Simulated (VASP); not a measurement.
Output of a VASP run:

File OSZICAR:
```
       N       E                     dE             d eps       ncg     rms          rms(c)
DAV:   1     0.764983325697E+02    0.76498E+02   -0.80376E+03  2248   0.121E+03
DAV:   2    -0.435688200612E+01   -0.80855E+02   -0.79321E+02  2838   0.516E+02
DAV:   3    -0.881655232222E+01   -0.44597E+01   -0.41840E+01  3308   0.891E+01
DAV:   4    -0.901603749984E+01   -0.19949E+00   -0.19151E+00  3418   0.119E+01
DAV:   5    -0.902102279998E+01   -0.49853E-02   -0.49060E-02  3335   0.196E+00    0.241E+01
DAV:   6    -0.902156705671E+01   -0.54426E-03   -0.25944E-02  3310   0.212E+00    0.144E+01
DAV:   7    -0.903000101172E+01   -0.84340E-02   -0.47724E-02  3136   0.296E+00    0.308E-01
DAV:   8    -0.902972356649E+01    0.27745E-03   -0.29132E-03  2881   0.585E-01    0.623E-02
DAV:   9    -0.902974192145E+01   -0.18355E-04   -0.21316E-04  3329   0.174E-01    0.332E-02
DAV:  10    -0.902973568968E+01    0.62318E-05   -0.27983E-05  3313   0.554E-02    0.446E-02
DAV:  11    -0.902973639457E+01   -0.70490E-06   -0.24930E-06  3196   0.156E-02    0.414E-03
DAV:  12    -0.902973664304E+01   -0.24847E-06   -0.22072E-07  1983   0.584E-03    0.200E-03
DAV:  13    -0.902973659596E+01    0.47087E-07   -0.45463E-08  1628   0.543E-03
   1 F= -.90297366E+01 E0= -.90300452E+01  d E =0.925894E-03
```

File OUTCAR:
```
------------------------ aborting loop because EDIFF is reached ----------------------------------------
  FORCE on cell =-STRESS in cart. coord.  units (eV):
  Direction    XX          YY          ZZ          XY          YZ          ZX
  --------------------------------------------------------------------------------------
  Total        0.0258804      0.0258804      0.0926398      0.0000000      0.0000000     -0.0000000
  in kB        0.6620102      0.6620102      2.3696899      0.0000000      0.0000000     -0.0000000
  external PRESSURE =       1.2312368 kB  Pullay stress =       0.0000000 kB
  volume of cell :       62.63
      direct lattice vectors                 reciprocal lattice vectors
     1.803938562 -3.124513299  0.000000000     0.277171302 -0.160024923  0.000000000
     1.803938562  3.124513299  0.000000000     0.277171302  0.160024923  0.000000000
     0.000000000  0.000000000  5.556259834     0.000000000  0.000000000  0.179977184
 POSITION                                       TOTAL-FORCE (eV/Angst)
 -----------------------------------------------------------------------------------
      1.80394      1.04151      1.38906         0.000000      0.000000      0.000000
      1.80394     -1.04151      4.16719        -0.000000     -0.000000      0.000000
 -----------------------------------------------------------------------------------
    total drift:                               -0.000003      0.000091     -0.000011
  FREE ENERGIE OF THE ION-ELECTRON SYSTEM (eV)
  ---------------------------------------------------
  free  energy   TOTEN  =        -9.0297365960 eV

  energy  without entropy=       -9.0306624902  energy(sigma->0) =       -9.03004523
```
(Selected blocks of OUTCAR.)

File POSCAR:
```
Ho
1
    1.8039385620    -3.1245132989    -0.0000000000
    1.8039385620     3.1245132989    -0.0000000000
   -0.0000000000    -0.0000000000     5.5562598342
Ho
2
Direct
  0.3333330000   0.6666670000   0.2500000000
  0.6666670000   0.3333330000   0.7500000000
```

**Question.** Reconstruct the remaining input files.

**Answer.** This is not unique; one that fits is the input of the run itself, PBE GGA, plane waves, VASP's PBE PAW potentials (set 64).

**KPOINTS**
```
K-points
0
G
12 12 6
0 0 0
```

### INCAR
```
# general
SYSTEM =Ho
PREC   =Accurate
ENCUT  =480
LREAL  =.FALSE.
LASPH  =.TRUE.

# electronic loop
EDIFF  =1E-7   # SCF stop (eV)
NELM   =100   # most electronic steps
ALGO   =Normal   # blocked Davidson
LMAXMIX=6

# smearing
ISMEAR =1
SIGMA  =0.1   # width (eV)

# functional
GGA    =PE

# ions
ISIF   =2   # forces and stress, cell fixed

# output
LWAVE  =.FALSE.
LCHARG =.FALSE.
```

POTCAR, in this order: Ho_3 (PBE.64 set). Program: vasp_std.

The 4f electrons are frozen in the core of the lanthanide potential, so 4f levels, which can set the real gap, and their magnetism are missing.

The compound is Ho in the hcp structure. It was relaxed first.
